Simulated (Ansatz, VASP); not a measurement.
# HfCr: VASP beside Ansatz, part 2 of 3

Aim: how closely do two programs agree when they are given the same cell, functional and k mesh? The cell is invented: As first built, before any earlier steps moved the atoms (in the runner's words): it takes the HfTi structure with some of its atoms replaced by other elements, volume scaled by an estimate. It may not be a known or stable phase. The cell is a member of a volume series, scaled by 0.94 from a relaxed one, so a pressure remains.

VASP 6.6.1 and Ansatz 0.2.0.

So far. Step 2 (Ansatz: single point, r2SCAN, volume scaled by 0.94): The run ends at a pressure of 7.27 GPa.

## (3) VASP: single point, r2SCAN, volume scaled by 0.94

Level of this step: r2SCAN, spin-polarised from a ferromagnetic start; plane waves and PAW (Hf_pv, Cr_pv); invented cell (VASP).

The same cell, functional, mesh and smearing now go to VASP, with its own data sets and cutoff.

Lines of VASP's logs that name or quote its potential files are left out, and so is its time.

File INCAR:

```
SYSTEM = HfCr
PREC = Accurate
ENCUT = 400
EDIFF = 1E-06
NELM = 100
ISMEAR = 0
SIGMA = 0.05
LREAL = .FALSE.
ALGO = Normal
METAGGA = R2SCAN
LASPH = .TRUE.
NBANDS = 18
ISPIN = 2
MAGMOM = -0.39 3.166
LMAXMIX = 4
LORBIT = 11
LWAVE = .FALSE.
LCHARG = .FALSE.
ISIF = 2
```

File POSCAR:

```
HfCr
1.0
    3.0486997079      0.0000000000      0.0000000000
   -1.5243498540      2.6402523107      0.0000000000
    0.0000000000      0.0000000000      4.3796619746
Hf Cr
1 1
Direct
    0.6666666700      0.3333333300      0.5000000000
    0.3333333300      0.6666666700      0.0000000000
```

File KPOINTS:

```
Automatic mesh
0
Gamma
8 8 5
0 0 0
```

PAW data sets: Hf_pv and Cr_pv (PBE family, release 64).

Launch:

```bash
mpirun -np 1 vasp_std
```

Numbers of over 12 decimals in the logs are rounded to 6 here.

Log:

```text
[banner, memory and clock lines left out]
running    1 mpi-ranks, on    1 nodes
 distrk:  each k-point on    1 cores,    1 groups
 distr:  one band on    1 cores,    1 groups

 POSCAR found type information on POSCAR HfCr
 POSCAR found :  2 types and       2 ions
|                                                                             |
|               ----> ADVICE to this user running VASP <----                  |
|                                                                             |
|     You enforced a specific xc type in the INCAR file but a different       |
|     [... a line on the potential file left out ...]
|     I HOPE YOU KNOW WHAT YOU ARE DOING!                                     |
|                                                                             |

 LDA part: xc-table for (None), standard interpolation
 POSCAR, INCAR and KPOINTS ok, starting setup
 FFT: planning ... GRIDC
 FFT: planning ... GRID_SOFT
 FFT: planning ... GRID
 WAVECAR not read
 entering main loop
       N       E                     dE             d eps       ncg     rms          rms(c)
DAV:   1     0.948427816639E+02    0.94843E+02   -0.11544E+04  2160   0.109E+03
DAV:   2    -0.605379318838E+02   -0.15538E+03   -0.15251E+03  2290   0.337E+02
DAV:   3    -0.658261253653E+02   -0.52882E+01   -0.51824E+01  2494   0.603E+01
DAV:   4    -0.659187130711E+02   -0.92588E-01   -0.92270E-01  2728   0.766E+00
DAV:   5    -0.659216187015E+02   -0.29056E-02   -0.28828E-02  2956   0.104E+00    0.713E+01
DAV:   6    -0.657669387108E+02    0.15468E+00   -0.90468E+01  2392   0.590E+01    0.266E+01
DAV:   7    -0.640748131742E+02    0.16921E+01   -0.15252E+02  2650   0.629E+01    0.524E+01
DAV:   8    -0.586505099865E+02    0.54243E+01   -0.28979E+01  2630   0.238E+01    0.118E+01
DAV:   9    -0.589497528011E+02   -0.29924E+00   -0.11500E+00  2458   0.651E+00    0.797E+00
DAV:  10    -0.590137676858E+02   -0.64015E-01   -0.19146E-01  2854   0.256E+00    0.518E+00
DAV:  11    -0.592281905278E+02   -0.21442E+00   -0.73886E-01  2618   0.340E+00    0.276E+00
DAV:  12    -0.593078833172E+02   -0.79693E-01   -0.21303E-01  2624   0.194E+00    0.239E+00
DAV:  13    -0.593552638473E+02   -0.47381E-01   -0.30715E-01  2618   0.200E+00    0.108E+00
DAV:  14    -0.593595135618E+02   -0.42497E-02   -0.20012E-02  2436   0.944E-01    0.735E-01
DAV:  15    -0.593610857783E+02   -0.15722E-02   -0.13025E-02  2626   0.719E-01    0.907E-01
DAV:  16    -0.593612325322E+02   -0.14675E-03   -0.18095E-02  2468   0.643E-01    0.320E-01
DAV:  17    -0.593616865429E+02   -0.45401E-03   -0.35022E-03  2490   0.365E-01    0.231E-01
DAV:  18    -0.593616195016E+02    0.67041E-04   -0.86589E-04  2494   0.120E-01    0.240E-01
DAV:  19    -0.593617944636E+02   -0.17496E-03   -0.12967E-03  2442   0.173E-01    0.107E-01
DAV:  20    -0.593618377432E+02   -0.43280E-04   -0.20802E-04  2398   0.781E-02    0.443E-02
DAV:  21    -0.593618395812E+02   -0.18380E-05   -0.70427E-05  2604   0.441E-02    0.102E-02
DAV:  22    -0.593618358327E+02    0.37485E-05   -0.40439E-06  2402   0.119E-02    0.863E-03
DAV:  23    -0.593618410571E+02   -0.52243E-05   -0.10049E-06  1218   0.546E-03    0.380E-03
DAV:  24    -0.593618414143E+02   -0.35719E-06   -0.93727E-08  1182   0.193E-03
   1 F= -.59361841E+02 E0= -.59360537E+02  d E =-.260974E-02  mag=     2.7183
```

OUTCAR, selected parts (step 3):

```text
ion  position               nearest neighbor table
   1  0.667  0.333  0.500-   2 2.81   2 2.81   2 2.81   2 2.81   2 2.81   2 2.81
   2  0.333  0.667  0.000-   1 2.81   1 2.81   1 2.81   1 2.81   1 2.81   1 2.81

  LATTYP: Found a hexagonal cell.
 ALAT       =     3.0486997079
 C/A-ratio  =     1.4365671907

 Subroutine GETGRP returns: Found 12 space group operations
 (whereof 12 operations were pure point group operations)

The static configuration has the point symmetry D_3h.

 Found     30 irreducible k-points:

   k-points           NKPTS =     30   k-points in BZ     NKDIM =     30   number of bands    NBANDS=     18

   dimension x,y,z NGX =    20 NGY =   20 NGZ =   30
   dimension x,y,z NGXF=    40 NGYF=   40 NGZF=   60

   ENCUT  =  400.0 eV  29.40 Ry    5.42 a.u.   4.97  4.97  7.14*2*pi/ulx,y,z

   NELECT =      22.0000    total number of electrons

 k-points in reciprocal lattice and weights: Automatic mesh
   0.00000000  0.00000000  0.00000000       0.003
   0.12500000  0.00000000  0.00000000       0.019
   0.25000000  0.00000000  0.00000000       0.019
   0.37500000  0.00000000  0.00000000       0.019
   0.50000000  0.00000000  0.00000000       0.009
   0.12500000  0.12500000  0.00000000       0.019
   0.25000000  0.12500000  0.00000000       0.038
   0.37500000  0.12500000  0.00000000       0.038
   0.25000000  0.25000000  0.00000000       0.019
[...]
0.25000000  0.25000000  0.40000000       0.038
   0.37500000  0.25000000  0.40000000       0.038

 average (electrostatic) potential at core
       1 -40.9767       2 -74.3831

 E-fermi :   6.4385

 spin component 1
 k-point     1 :       0.0000    0.0000    0.0000
  band No.  band energies     occupation
    ...
      8       2.6091      1.00000
      9       5.0818      1.00000
     10       5.0819      1.00000
     11       5.2772      1.00000
     12       5.2773      1.00000
     13       7.0753      0.00000
     14       8.0158      0.00000
     15       8.0987      0.00000
     16       8.5959      0.00000
     17       8.5959      0.00000
    ...

 k-point     2 :       0.1250    0.0000    0.0000
  band No.  band energies     occupation
    ...
      8       2.9038      1.00000
      9       4.8704      1.00000
     10       5.0190      1.00000
     11       5.1746      1.00000
     12       5.2667      1.00000
     13       7.1733      0.00000
     14       7.4830      0.00000
     15       8.0943      0.00000
     16       8.3043      0.00000
     17       9.1042      0.00000
    ...

 k-point     3 :       0.2500    0.0000    0.0000
  band No.  band energies     occupation
    ...
      8       3.3742      1.00000
      9       4.3305      1.00000
     10       4.5156      1.00000
     11       4.9359      1.00000
     12       5.7439      1.00000
     13       6.8491      0.00000
     14       7.0891      0.00000
     15       8.0942      0.00000
     16       8.5253      0.00000
     17      10.5511      0.00000
    ...

 k-point     4 :       0.3750    0.0000    0.0000
  band No.  band energies     occupation
    ...
      8       3.2634      1.00000
      9       3.6441      1.00000
     10       4.5773      1.00000
     11       4.7091      1.00000
     12       6.2772      1.00000
     13       6.5489      0.00090
     14       7.1210      0.00000
     15       8.0810      0.00000
     16       9.2922      0.00000
     17      11.6428      0.00000
    ...

 k-point     5 :       0.5000    0.0000    0.0000
  band No.  band energies     occupation
    ...
      7       2.5755      1.00000
      8       3.0836      1.00000
      9       3.3727      1.00000
     10       4.6183      1.00000
     11       4.8304      1.00000
     12       6.4649      0.22709
     13       6.5201      0.01048
     14       7.3412      0.00000
     15       8.0365      0.00000
     16       9.0701      0.00000
    ...

 k-point     6 :       0.1250    0.1250    0.0000
  band No.  band energies     occupation
    ...
      8       3.3327      1.00000
      9       4.5228      1.00000
     10       4.5472      1.00000
     11       4.9889      1.00000
     12       5.6334      1.00000
     13       7.0109      0.00000
     14       7.2228      0.00000
     15       8.0918      0.00000
     16       8.1580      0.00000
     17      10.1665      0.00000
    ...

  Total        1.4107914      1.4107924      1.3847654     -0.0000000      0.0000000     -0.0000000
  in kB       64.1169293     64.1169737     62.9341144     -0.0000000      0.0000000     -0.0000000
  external PRESSURE =      63.7226725 kB  Pullay stress =       0.0000000 kB

  energy-cutoff  :      400.00
  volume of cell :       35.25
      direct lattice vectors                 reciprocal lattice vectors
     3.048699708  0.000000000  0.000000000     0.328008691  0.189375840  0.000000000
    -1.524349854  2.640252311  0.000000000     0.000000000  0.378751681  0.000000000
     0.000000000  0.000000000  4.379661975     0.000000000  0.000000000  0.228328123

 POSITION                                       TOTAL-FORCE (eV/Angst)
 -----------------------------------------------------------------------------------
      1.52435      0.88008      2.18983         0.000000      0.000000      0.000000
     -0.00000      1.76017      0.00000        -0.000000     -0.000000      0.000000
 -----------------------------------------------------------------------------------
    total drift:                                0.000014     -0.000001     -0.000000

  FREE ENERGIE OF THE ION-ELECTRON SYSTEM (eV)
  ---------------------------------------------------
  free  energy   TOTEN  =       -59.3618414143 eV

  energy  without entropy=      -59.3592316714  energy(sigma->0) =      -59.36053654

 total charge
# of ion       s       p       d       tot
------------------------------------------
    1        0.438   6.483   1.656   8.577
    2        0.575   6.244   4.087  10.906
--------------------------------------------------
tot          1.013  12.727   5.743  19.483

 magnetization (x)
# of ion       s       p       d       tot
------------------------------------------
    1       -0.019  -0.052  -0.251  -0.322
    2        0.046   0.037   2.912   2.995
--------------------------------------------------
tot          0.027  -0.015   2.661   2.673

[... 6 further parts left out ...]
```

The cell holds one magnetic atom, so no antiferromagnetic order fits into it. The k-mesh is coarse for a metal. SCAN-type functionals tend to overstate the moments of itinerant magnets. Harder data sets than Hf_pv exist (the GW ones), and pressures, volumes and forces can shift noticeably with them. The scan keeps the cell's shape and the fractional positions fixed.

## (4) Differences

Known differences besides the potentials themselves: VASP keeps PBE cores, Ansatz makes them for the functional; the data sets hold 40 valence electrons in Ansatz (default PAW (the set named soft_2) files) and 22 in VASP; the cutoff is 500 eV in Ansatz and 400 eV in VASP; site moments are counted in spheres of each program's own size. Total energies have different zeros and are not compared.

The two programs side by side:

| quantity | Ansatz | VASP | difference |
| --- | --- | --- | --- |
| pressure (GPa) | 7.27 | 6.37 | +0.90 |
| pressure without Ansatz's Pulay correction (GPa) | 7.21 | 6.37 | +0.84 |
| total moment (μB) | 2.72 | 2.72 | 0.00 |
| moment on Cr2 (μB) | 2.98 | 3.00 | -0.02 |
| moment on Hf1 (μB) | -0.23 | -0.32 | +0.09 |

Ansatz's pressure holds a Pulay correction of 0.05 GPa; VASP's holds none.

## (5) VASP: single point, r2SCAN, volume scaled by 1.02

A single point gives forces, pressure and levels at one fixed geometry, so differences don't come from the geometry; what else differs is listed under the comparison. The cell compared in this pair holds 38.25 Å³, against 35.25 Å³ for the pair before.

INCAR is that of step 3.

File POSCAR:

```
HfCr
1.0
    3.1328438953      0.0000000000      0.0000000000
   -1.5664219477      2.7131233398      0.0000000000
    0.0000000000      0.0000000000      4.5005407535
Hf Cr
1 1
Direct
    0.6666666700      0.3333333300      0.5000000000
    0.3333333300      0.6666666700      0.0000000000
```

KPOINTS is that of step 3.

Launch:

```bash
mpirun -np 1 vasp_std
```

Log:

```text
[banner, memory and clock lines left out]
running    1 mpi-ranks, on    1 nodes
[...]
[... a notice as in an earlier step ...]

 LDA part: xc-table for (None), standard interpolation
 POSCAR, INCAR and KPOINTS ok, starting setup
[...]
entering main loop
       N       E                     dE             d eps       ncg     rms          rms(c)
DAV:   1     0.912794617474E+02    0.91279E+02   -0.11519E+04  2168   0.108E+03
DAV:   2    -0.606527342659E+02   -0.15193E+03   -0.14904E+03  2264   0.329E+02
DAV:   3    -0.658606538797E+02   -0.52079E+01   -0.51087E+01  2626   0.596E+01
DAV:   4    -0.659499163014E+02   -0.89262E-01   -0.89053E-01  2672   0.756E+00
[...]
DAV:  24    -0.594096876560E+02   -0.22823E-05   -0.17574E-07  1174   0.289E-03    0.170E-03
DAV:  25    -0.594096866039E+02    0.10521E-05   -0.11639E-07  1166   0.158E-03    0.312E-04
DAV:  26    -0.594096867991E+02   -0.19517E-06   -0.87069E-09  1148   0.686E-04
   1 F= -.59409687E+02 E0= -.59408215E+02  d E =-.294362E-02  mag=     2.8213
```

OUTCAR, selected parts (step 5):

```text
  Total       -0.4598460     -0.4598463     -0.4052445      0.0000000      0.0000000      0.0000000
  in kB      -19.2597226    -19.2597359    -16.9728461      0.0000000      0.0000000      0.0000000
  external PRESSURE =     -18.4974348 kB  Pullay stress =       0.0000000 kB

 POSITION                                       TOTAL-FORCE (eV/Angst)
 -----------------------------------------------------------------------------------
      1.56642      0.90437      2.25027        -0.000000      0.000000      0.000000
     -0.00000      1.80875      0.00000         0.000000     -0.000000      0.000000
 -----------------------------------------------------------------------------------
    total drift:                                0.000023     -0.000006      0.000000

  FREE ENERGIE OF THE ION-ELECTRON SYSTEM (eV)
  ---------------------------------------------------
  free  energy   TOTEN  =       -59.4096867991 eV

  energy  without entropy=      -59.4067431811  energy(sigma->0) =      -59.40821499

 magnetization (x)
# of ion       s       p       d       tot
------------------------------------------
    1       -0.020  -0.069  -0.322  -0.412
    2        0.052   0.035   3.119   3.206
--------------------------------------------------
tot          0.032  -0.035   2.797   2.794

[... 1 part as in an earlier step ...]

[... 2 further parts left out ...]
[key lines of the parts left out:]
E-fermi :   5.7387
```

The run ends at a pressure of -1.85 GPa.

## (6) Ansatz: single point, r2SCAN, volume scaled by 1.02

The same cell, functional, mesh and smearing now go to Ansatz, which takes its cutoff from its data sets.

The cell is a member of a volume series, scaled by 1.02 from a relaxed one, so a pressure remains.

File input.yaml:

```yaml
crystal:
  lattice:
    - [3.1328438953, 0.0, 0.0]
    - [-1.5664219477, 2.7131233398, 0.0]
    - [0.0, 0.0, 4.5005407535]
  atoms:
    - { symbol: Hf, position: [0.66666667, 0.33333333, 0.5], spin: -0.39 }
    - { symbol: Cr, position: [0.33333333, 0.66666667, 0.0], spin: 3.166 }
hamiltonian:
  xc: r2scan
  pseudopotentials: { kind: paw }
magnetization:
  spin_polarized: true
kpoints:
  mp_grid: { grid: [8, 8, 5] }
scf:
  occupations: { method: gaussian, width: 0.05 }
  n_extra_bands: 7
output:
  forces: true
  stress: true
  eigenvalues: true
```

Launch:

```bash
ansatz run input.yaml --threads 2 --pin off --max-ram 4608MiB --backend cpu --events-out ev --progress --plain --runs-dir out
```

Log:

```text
[...]
Crystal: 2 atoms, lattice volume = 38.254 Å³
Basis set: ecut = 500 eV, 953 PW (Γ), exchange–correlation on 96×96×144 points (64 copies of the dense FFT grid, shifted against one another)
Bands: 27, of which v1, the nominal top of the filled ones, is band 20 counted from 1 (19 counted from 0)
Symmetry: 12 space group operations
[...]
k-point 1 ↑: bands = [... 16 lower, 13.4675, 15.5796, 15.5796, 15.8725, 15.8725, 16.6282, 18.5380, 19.3949, ... 3 higher]
  k-point 2 ↑: bands = [... 16 lower, 12.7099, 15.5288, 15.5288, 15.6808, 15.7557, 15.7557, 18.3727, 19.7397, ... 3 higher]
  k-point 29 ↓: bands = [... 16 lower, 15.3957, 16.4555, 16.7404, 17.0273, 17.9058, 19.8187, 20.4720, 20.9633, ... 3 higher]
[key lines of the parts left out:]
SCF converged after 18 iterations
Magnetization: 2.8249 μB (21.4124 up, 18.5876 down)
Free energy (F): -19114.938757 eV
Fermi energy:    17.059222 eV
P = ⅓ Tr σ = -1.0531 GPa (-10.531 kbar)
```

It took 14 s on 2 threads of Arm Neoverse V2, shared host; peak memory 0.47 GiB; 27 s of CPU time.

The run ends at a pressure of -1.05 GPa.

## (7) Differences

The two programs side by side:

| quantity | Ansatz | VASP | difference |
| --- | --- | --- | --- |
| pressure (GPa) | -1.05 | -1.85 | +0.80 |
| pressure without Ansatz's Pulay correction (GPa) | -1.10 | -1.85 | +0.75 |
| total moment (μB) | 2.82 | 2.82 | 0.00 |
| moment on Cr2 (μB) | 3.21 | 3.21 | +0.01 |
| moment on Hf1 (μB) | -0.31 | -0.41 | +0.10 |

Ansatz's pressure holds a Pulay correction of 0.05 GPa; VASP's holds none.

(Part 2 of 3 ends here.)

[Lines on the potential files, build, host, timing and source positions are cut from VASP's logs without a mark.]

[Logs are printed without paths, hosts, clocks, repeated set-up lines and the standing remarks that a program may print on its own settings, such as how far it seeks lower states.]

[Hosts, paths, dates, database ids (printed as entryN), source tags and the programs' standing remarks are cut or masked in the printed files.]
